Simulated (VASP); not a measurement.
Calculation: optB86b-vdW, VASP's PBE PAW potentials (set 64) (plane waves; VASP 6.6.1).

A VASP calculation is set up with these files.

### INCAR
```
! general
SYSTEM   = TiAl
PREC     = Accurate
ENCUT    = 520
LREAL    = .FALSE.   ! projection in real space or not
LASPH    = .TRUE.

! electronic loop
EDIFF    = 1E-7   ! SCF stop (eV)
NELM     = 100
ALGO     = Normal
LMAXMIX  = 4

! smearing
ISMEAR   = -5

! functional
GGA      = MK
LUSE_VDW = .TRUE.
AGGAC    = 0.0
PARAM1   = 0.1234
PARAM2   = 1.0

! ions
ISIF     = 2   ! forces and stress, cell fixed

! output
LWAVE    = .FALSE.
LCHARG   = .TRUE.
LORBIT   = 11   ! lm-projected
NEDOS    = 601
```

File KPOINTS:
```
Regular mesh
0
G
 14 14 10
0 0 0
```

File POSCAR:
```
TiAl
1
    2.8121741069     0.0000000000     0.0000000000
    0.0000000000     2.8121741069     0.0000000000
    0.0000000000    -0.0000000000     4.0463924434
Ti Al
1 1
Direct
  0.0000000000   0.0000000000   0.0000000000
  0.5000000000   0.5000000000   0.5000000000
```

POTCAR, in this order: Ti_sv Al (PBE.64 set). Program: vasp_std.

The resulting files:

**OSZICAR**
```
       N       E                     dE             d eps       ncg     rms          rms(c)
DAV:   1     0.945183680798E+02    0.94518E+02   -0.75025E+03  4752   0.139E+03
DAV:   2    -0.384077943216E+01   -0.98359E+02   -0.95441E+02  4812   0.335E+02
DAV:   3    -0.967268348843E+01   -0.58319E+01   -0.56120E+01  7555   0.787E+01
DAV:   4    -0.988597928361E+01   -0.21330E+00   -0.21090E+00  5961   0.130E+01
DAV:   5    -0.989583995882E+01   -0.98607E-02   -0.98275E-02  6921   0.252E+00    0.979E+00
DAV:   6    -0.852914635431E+01    0.13667E+01   -0.12306E+01  5907   0.381E+01    0.334E+00
DAV:   7    -0.838354808644E+01    0.14560E+00   -0.11829E+00  5535   0.118E+01    0.194E+00
DAV:   8    -0.837511261262E+01    0.84355E-02   -0.14688E-01  5323   0.423E+00    0.468E-01
DAV:   9    -0.837320510911E+01    0.19075E-02   -0.20424E-02  5530   0.190E+00    0.231E-01
DAV:  10    -0.837352061131E+01   -0.31550E-03   -0.13955E-03  5885   0.441E-01    0.440E-02
DAV:  11    -0.837352900065E+01   -0.83893E-05   -0.25290E-04  5957   0.164E-01    0.398E-02
DAV:  12    -0.837353794935E+01   -0.89487E-05   -0.21592E-05  5571   0.541E-02    0.117E-02
DAV:  13    -0.837353889720E+01   -0.94786E-06   -0.13676E-06  6312   0.144E-02    0.569E-03
DAV:  14    -0.837353872528E+01    0.17192E-06   -0.34028E-07  5064   0.863E-03    0.119E-03
DAV:  15    -0.837353881776E+01   -0.92475E-07   -0.21113E-08  2754   0.162E-03
   1 F= -.83735388E+01 E0= -.83735388E+01  d E =0.000000E+00
```

**OUTCAR**
```
------------------------ aborting loop because EDIFF is reached ----------------------------------------
  FORCE on cell =-STRESS in cart. coord.  units (eV):
  Direction    XX          YY          ZZ          XY          YZ          ZX
  --------------------------------------------------------------------------------------
  Total       -0.0430162     -0.0430162      0.0896697      0.0000000      0.0000000      0.0000000
  in kB       -2.1537224     -2.1537224      4.4895636      0.0000000      0.0000000      0.0000000
  external PRESSURE =       0.0607063 kB  Pullay stress =       0.0000000 kB
  volume of cell :       32.00
      direct lattice vectors                 reciprocal lattice vectors
     2.812174107  0.000000000  0.000000000     0.355596760  0.000000000  0.000000000
     0.000000000  2.812174107  0.000000000     0.000000000  0.355596760  0.000000000
     0.000000000  0.000000000  4.046392443     0.000000000  0.000000000  0.247133716
 POSITION                                       TOTAL-FORCE (eV/Angst)
 -----------------------------------------------------------------------------------
      0.00000      0.00000      0.00000         0.000000      0.000000      0.000000
      1.40609      1.40609      2.02320         0.000000      0.000000      0.000000
 -----------------------------------------------------------------------------------
    total drift:                                0.000000      0.000000      0.000000
  FREE ENERGIE OF THE ION-ELECTRON SYSTEM (eV)
  ---------------------------------------------------
  free  energy   TOTEN  =        -8.3735388178 eV

  energy  without entropy=       -8.3735388178  energy(sigma->0) =       -8.37353882

 total charge

# of ion       s       p       d       tot
------------------------------------------
    1        2.201   6.121   1.985  10.308
    2        0.413   0.424   0.000   0.837
--------------------------------------------------
tot          2.614   6.545   1.985  11.144
```
(Selected blocks of OUTCAR.)

For a metal the tetrahedron method with Blöchl corrections gives inexact stress and forces.

The compound is TiAl in the L1_0 structure. It was relaxed first. The electron count is odd and the run is not spin-polarised, which forces a metal.
